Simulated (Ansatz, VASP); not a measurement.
# TaN in two plane-wave programs

One calculation is typed for both programs; each brings its own data sets. How far apart do they land? The cell is taken from a series of runs on this material, whose earlier steps may have relaxed, scaled, displaced or heated it; both programs get it as it stands.

Program: Ansatz 0.2.0. Level of theory: plane waves, with VASP 6.6.1 beside it; PBEsol. Results are calculated unless marked as measured.

## (1) The starting structure

The structure is hexagonal, space group P-6m2 (No. 187). Conventional cell: a = 2.860 Å, b = 2.860 Å, c = 2.820 Å, α = 90.00°, β = 90.00°, γ = 120.00°. N has 6 Ta at 2.17 Å nearest. Ta has 6 N at 2.17 Å nearest. Farther neighbours and most contacts between anions are not listed.

Coordinates:

```cif
data_structure
_symmetry_space_group_name_H-M 'P 1'
_symmetry_Int_Tables_number 1
_cell_length_a 2.8603
_cell_length_b 2.8603
_cell_length_c 2.8197
_cell_angle_alpha 90.000
_cell_angle_beta 90.000
_cell_angle_gamma 120.000
_cell_volume 19.98
loop_
_atom_site_label
_atom_site_type_symbol
_atom_site_fract_x
_atom_site_fract_y
_atom_site_fract_z
_atom_site_occupancy
N1 N 0.66667 0.33333 0.00000 1
Ta2 Ta 0.00000 0.00000 0.50000 1
```

## (2) Ansatz: zone-centre phonons, PBEsol

Ansatz runs on its PAW soft_1 files.

Second derivatives magnify differences that forces hide, and they need a tight electronic threshold.

Input file input.yaml:

```yaml
crystal:
  lattice:
    - [2.860256234, 0.0, 0.0]
    - [-1.430128117, 2.47705456, 0.0]
    - [0.0, 0.0, 2.8196571314]
  atoms:
    - { symbol: "N", position: [0.6666666667, 0.3333333333, 0.0] }
    - { symbol: Ta, position: [0.0, 0.0, 0.5] }
kpoints:
  mp_grid: { grid: [18, 18, 16] }
hamiltonian:
  xc: pbesol
  pseudopotentials: { kind: paw, azcp: { folder: soft_1 }, xc_functional: pbe }
scf:
  occupations: { method: methfessel_paxton, width: 0.2 }
output:
  eigenvalues: true
phonons:
  method: dfpt
```

Command:

```bash
ansatz run input.yaml --threads 4 --pin off --max-ram 10240MiB --backend cpu --events-out ev --progress --plain --runs-dir out
```

Numbers of over 12 decimals in the logs are rounded to 6 here.

The program printed:

```text
zone centre: on kpoints.mp_grid the ground state, and the responses unless they are solved on pairs of k-points, stand on 819 of the mesh's 5184 k-points, reduced under 4 symmetry operations, with k and −k counted as one. Each operation leaves every solved displacement unchanged or reverses it
Engine: ansatz 0.2.0, x86_64-unknown-linux-gnu
Pseudopotentials: kind: paw
Pseudopotential: N, paw, valence charge 5, recommended cutoff 420 eV (normal), soft_1/N.paw.azcp
Pseudopotential: Ta, paw, valence charge 13, recommended cutoff 420 eV (normal), soft_1/Ta.paw.azcp
Functional definition: PBEsol
  exchange = pbesol_x
  correlation = pbesol_c
Crystal: 2 atoms, lattice volume = 19.977 Å³
Basis set: ecut = 420 eV, 405 PW (Γ), exchange–correlation on 40×40×40 points (8 copies of the dense FFT grid, shifted against one another)
Bands: 13, of which v1, the nominal top of the filled ones, is band 9 counted from 1 (8 counted from 0)
Symmetry: 12 space group operations
k-points: 819 of 5184 (irreducible under 4 space group operations, time reversal used)
Non-local potential: N, projectors of the file, l = 0: 2, l = 1: 2, l = 2: 1
Non-local potential: Ta, projectors of the file, l = 0: 3, l = 1: 2, l = 2: 2, l = 3: 1
PAW form: soft (Blöchl's): semilocal exchange-correlation on the pseudo side does not see the compensation charge
PAW frozen core: N, regenerated for the run's functional, and the local potential with it (the file was generated under x = pbe(κ = 0.804, μ = 0.219515), c = pbe(β = 0.066725))
PAW frozen core: Ta, regenerated for the run's functional, and the local potential with it (the file was generated under x = pbe(κ = 0.804, μ = 0.219515), c = pbe(β = 0.066725))
PAW one-centre angular grid: N, 110 points (default); XC on 64 Gauss nodes
PAW one-centre angular grid: Ta, 590 points (default); XC on 64 Gauss nodes
Initial density: superposition of atomic densities (chi_scale 0.1, normalization cell, long waves kept (reshape's long-wave potential 0.00 eV rms))
Initial wavefunctions: pseudopotential atomic-orbital guess
Functional: x = pbesol(κ = 0.804, μ = 0.123457), c = pbesol(β = 0.046)
SCF iter   1: F=—  HF=-10188.497694 eV  |F-HF|=—  |Δ(HF+E_count)|=         —  Δρ=5.19e-2  dr2=3.17e-1  ethr=3.10e-3  ⟨swp⟩=5.0  Hψ=52859  notcnv=0
preconditioner: auto → none  [metal: Δε(μ)=0.078 eV  Ē_g=11.889 eV  σ=0.200 eV  W_gap=0.32  n_scr=8 (ndim 8)  ℏωp=26.3 eV  f_vac=0.000  D(μ)=0.04/eV (n_scr^D=0)  sad-step TF]
SCF iter   2: F=—  HF=-10188.482252 eV  |F-HF|=—  |Δ(HF+E_count)|=   1.54e-2  S|Δr|=    0.00e0  Δρ=3.27e-2  dr2=1.35e-1  ethr=1.76e-3  ⟨swp⟩=1.0  Hψ=17199  notcnv=0
SCF iter   3: F=—  HF=-10188.463220 eV  |F-HF|=—  |Δ(HF+E_count)|=   1.90e-2  S|Δr|=    0.00e0  Δρ=1.65e-3  dr2=2.28e-4  ethr=7.48e-4  ⟨swp⟩=2.6  Hψ=14860  notcnv=0
SCF iter   4: F=—  HF=-10188.463413 eV  |F-HF|=—  |Δ(HF+E_count)|=   1.93e-4  S|Δr|=    0.00e0  Δρ=3.13e-4  dr2=1.84e-5  ethr=1.27e-6  ⟨swp⟩=2.6  Hψ=17600  notcnv=0
SCF iter   5: F=—  HF=-10188.463409 eV  |F-HF|=—  |Δ(HF+E_count)|=   3.98e-6  S|Δr|=    0.00e0  Δρ=3.58e-5  dr2=5.57e-8  ethr=1.02e-7  ⟨swp⟩=2.5  Hψ=15881  notcnv=0
SCF iter   6: F=—  HF=-10188.463409 eV  |F-HF|=—  |Δ(HF+E_count)|=   8.47e-8  S|Δr|=    0.00e0  Δρ=3.85e-6  dr2=8.96e-10  ethr=3.09e-10  ⟨swp⟩=2.3  Hψ=17084  notcnv=0
SCF iter   7: F=—  HF=-10188.463409 eV  |F-HF|=—  |Δ(HF+E_count)|=  1.75e-10  S|Δr|=    0.00e0  Δρ=4.33e-7  dr2=2.74e-11  ethr=4.98e-12  ⟨swp⟩=2.2  Hψ=16872  notcnv=0
SCF iter   8: F=-10188.463409 eV  HF=-10188.463409 eV  |F-HF|=0.00e0  |Δ(HF+E_count)|=  1.46e-11  S|Δr|=    0.00e0  Δρ=6.24e-8  dr2=3.14e-13  ethr=1.00e-12  ⟨swp⟩=6.0  Hψ=44775  notcnv=0
SCF 1 converged in 8 iterations: F = -10188.463409 eV  dr2 = 3.14e-13
  greatest PAW one-centre occupation: 0.999 electrons in one spin orbital (limit 2), on the Ta atom at site 1 (counted from 0), in its partial waves of l = 0
DFPT response loops at Γ: preconditioner auto → Kerker (q_TF=auto, 2.681 Å⁻¹) (partly filled bands, converged f_vac=0.000); β = 1.00, the filter's whole step (`scf.mixing.beta` (0.50) is not read by the response loops under this deck's `scf.mixing.preconditioner`; to damp them name `kerker` or `kerker_dos`, under which they read `scf.mixing.beta`, and type it under 1.00, their step now; both keys bind the ground state too); Broyden in place of MSR1
SCF converged after 8 iterations
Stability not checked: this state was not tested for a lower state beside it, because cold or Methfessel-Paxton smearing, or corrected tetrahedra, fill the levels in a way that the test cannot read (fill_not_monotonic; see scf.lower_state_search)
Free energy (F): -10188.463409 eV
Harris-Foulkes:  -10188.463409 eV  (|F-HF|=0.00e0)
Internal energy: -10188.464196 eV  (E = F + TS)
E sigma→0 (E₀):  -10188.463606 eV
Entropy (-TS):   0.000787 eV (0.394 meV/atom)
Fermi energy:    21.622888 eV
--- Per-component energies (eV) ---
  E_band       = -26.740116
  E_kinetic    = 529.262781
  E_local      = -538.919186  (includes V_loc(G=0)·N_el)
  E_nonlocal   = 26.830581
  E_hartree    = 197.270683
  E_xc         = -380.906221
  E_vxc        = -312.620656  (∫ρ·V_xc dr)
  E_paw        = -8305.151471  (= ΣΔE_a)
  E_vpaw       = -125.835870  (= ΣTr[D̂ρ^β])
  E_aug_tail   = 0.000860  (compensation charges beyond the density's cutoff)
  E_ewald      = -1717.094035
  E_core_change = 0.241812  (= ΣΔE_core)
  E_smearing   = 0.000787  (= −TS)
  E_closure    = 0.000000  (closes the sum)
  Σ components = -10188.463409   (vs F -10188.463409, Δ=0.00e0)
--- Band table (eV; the first three rows and the last of 819) ---
  k-point 0: bands = [... 5 lower, 16.8285, 16.8285, 17.1044, 18.6678, 24.4982, 25.6232, 25.6232, 26.1369]
  k-point 1: bands = [... 5 lower, 16.8252, 16.8634, 16.8634, 18.9051, 24.6325, 24.9634, 24.9634, 26.6368]
  k-point 2: bands = [... 5 lower, 16.1662, 16.9639, 16.9639, 19.4823, 24.0768, 24.0768, 25.0003, 27.0344]
  k-point 818: bands = [... 5 lower, 13.5249, 14.5417, 17.4452, 20.6563, 26.3549, 27.2466, 28.4603, 29.5307]
--- Phonons (Γ-DFPT): 4 representative perturbations + reference, on 819 of 5184 k-points (Σ response iterations 12) ---
  k mesh reduced under 4 symmetry operations, with k and −k counted as one. Each operation leaves every solved displacement unchanged or reverses it
  ASR residual: 3.883e-5 → 0.000e0 eV/Å²; symmetrization residual: 2.166e-6 eV/Å²
  ASR residual per site (eV/Å²): 3.88e-5 2.65e-5
  Γ frequencies (cm⁻¹): 0.00 0.00 0.00 588.11 588.11 631.98
  non-analytic LO–TO correction: not included (Born effective charges unavailable; polar crystals: no LO–TO splitting at Γ)
```

(Continued in part 2 of 2.)

[Lines on the potential files, build, host, timing and source positions are cut from VASP's logs without a mark.]

[Logs are printed without paths, hosts, clocks, repeated set-up lines and the standing remarks that a program may print on its own settings, such as how far it seeks lower states.]

[Hosts, paths, dates, database ids (printed as entryN), source tags and the programs' standing remarks are cut or masked in the printed files.]
